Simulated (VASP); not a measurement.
Input:

```
CELL_PARAMETERS angstrom
      1.70773    -2.95787     0.00000
      1.70773     2.95787     0.00000
      0.00000     0.00000    17.42634
ATOMIC_POSITIONS crystal
  W  0.33333 0.66667 0.25000
  W  0.66667 0.33333 0.75000
  Se 0.33333 0.66667 0.84828
  Se 0.66667 0.33333 0.34828
  Se 0.66667 0.33333 0.15172
  Se 0.33333 0.66667 0.65172
```

Calculation: RPBE GGA, VASP's PBE PAW potentials (set 64) (plane waves; VASP). Settings: 520 eV cut-off, 8×8×2 Γ-centred mesh, Gaussian smearing of 0.050 eV, potentials W_sv Se.

Without a dispersion term in the relaxation, distances and binding between the weakly bound layers, chains or molecules are unreliable, and so is what depends on them.

Question: The ions and cell shape at fixed volume are relaxed. What does this cell relax into?

Answer: 
```
CELL_PARAMETERS angstrom
      1.67513    -2.90141     0.00000
      1.67513     2.90141     0.00000
      0.00000     0.00000    18.11118
ATOMIC_POSITIONS crystal
  W  0.33333 0.66667 0.25000
  W  0.66667 0.33333 0.75000
  Se 0.33333 0.66667 0.84280
  Se 0.66667 0.33333 0.34280
  Se 0.66667 0.33333 0.15720
  Se 0.33333 0.66667 0.65720
```
Space group P6_3/mmc (194), at a tolerance of 0.03 Å.

Question: How much energy does the relaxation gain?

Answer: The energy (σ→0) changes by -25.8 meV/atom, in 8 ionic steps.

```csv
step,E(σ→0) (eV),max force (eV/Å),pressure (GPa),volume (Å³)
1,-40.7177,0.834,-4.81,176.05
2,-40.7961,0.172,-2.68,176.05
3,-40.7974,0.071,-2.35,176.05
4,-40.8427,0.023,-1.45,176.05
5,-40.8722,0.072,0.20,176.05
6,-40.8721,0.069,0.15,176.05
7,-40.8723,0.059,-0.23,176.05
8,-40.8728,0.001,-0.06,176.05
```

The compound is WSe2 in the 2H layered structure. This cell is one point of a volume scan, at 1.06 of the reference volume. Symmetry was kept, so distortions that lower it aren't found.
